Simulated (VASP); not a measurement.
These are PBE GGA, VASP's PBE PAW potentials (set 64) (plane waves; VASP) values and carry that method's errors.

The input files of a VASP run:

### POSCAR
```
PbS
1
    0.0000000000     2.9447550000     2.9447550000
    2.9447550000     0.0000000000     2.9447550000
    2.9447550000     2.9447550000     0.0000000000
Pb S
1 1
Direct
  0.0000000000   0.0000000000   0.0000000000
  0.5000000000   0.5000000000   0.5000000000
```

**INCAR**
```
! general
SYSTEM  = PbS
PREC    = Accurate
ENCUT   = 300
LREAL   = .FALSE.
LASPH   = .TRUE.

! electronic loop
EDIFF   = 1E-6
NELM    = 100
ALGO    = Normal
LMAXMIX = 4

! smearing
ISMEAR  = 0
SIGMA   = 0.05

! functional
GGA     = PE

! ions
ISIF    = 2

! output
LWAVE   = .FALSE.
LCHARG  = .FALSE.
```

KPOINTS:
```
Automatic mesh
0
Gamma
7 7 7
0 0 0
```

POTCAR, in this order: Pb_d S (PBE.64 set). Program: vasp_std.

**Question.** What will the output report for the number of irreducible k-points (NKPTS), largest plane-wave count, number of space-group operations, FFT grid (NGX, NGY, NGZ)?

**Answer.** 
number of irreducible k-points (NKPTS): 20
largest plane-wave count: 612
number of space-group operations: 48
FFT grid (NGX, NGY, NGZ): 24 × 24 × 24

The structure is a typed PbS crystal. The cell was not relaxed at this level.
